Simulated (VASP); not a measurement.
Given:

```
CELL_PARAMETERS angstrom
      0.00000     2.71321     2.71321
      2.71321     0.00000     2.71321
      2.71321     2.71321     0.00000
ATOMIC_POSITIONS crystal
  Cu 0.00000 0.00000 0.00000
  Cl 0.25000 0.25000 0.25000
```

Calculation: PBE GGA, VASP's PBE PAW potentials (set 64) (plane waves; VASP 6.6.1). Settings: 520 eV cut-off, Gaussian smearing of 0.050 eV, potentials Cu Cl.

Question: Give the energies of bands 2 to 11 at the high-symmetry points, in eV from the valence-band maximum.

Answer: 
```json
[
 {"band": "2", "Γ": "-4.90", "X": "-6.53", "U": "-6.22", "L": "-6.58", "W": "-6.02"},
 {"band": "3", "Γ": "-4.90", "X": "-5.03", "U": "-5.58", "L": "-4.89", "W": "-5.72"},
 {"band": "4", "Γ": "-4.90", "X": "-5.03", "U": "-4.97", "L": "-4.89", "W": "-5.11"},
 {"band": "5", "Γ": "-1.45", "X": "-1.58", "U": "-1.67", "L": "-1.38", "W": "-1.64"},
 {"band": "6", "Γ": "-1.45", "X": "-1.35", "U": "-1.38", "L": "-1.38", "W": "-1.54"},
 {"band": "7", "Γ": "0.00", "X": "-1.27", "U": "-1.30", "L": "-1.33", "W": "-1.28"},
 {"band": "8", "Γ": "0.00", "X": "-1.07", "U": "-1.00", "L": "-0.55", "W": "-1.09"},
 {"band": "9", "Γ": "0.00", "X": "-1.07", "U": "-0.86", "L": "-0.55", "W": "-0.77"},
 {"band": "10", "Γ": "0.53", "X": "3.46", "U": "4.23", "L": "2.89", "W": "5.07"},
 {"band": "11", "Γ": "6.75", "X": "4.46", "U": "5.10", "L": "6.76", "W": "5.19"}
]
```

The gap is direct, 0.53 eV, from the valence maximum at Γ to the conduction minimum at Γ.

Measured: gap 3.39 eV at 2 K (computed value off by -2.86 eV), as given by arXiv:1206.3780.

The compound is CuCl in the zinc blende structure. It was relaxed first.
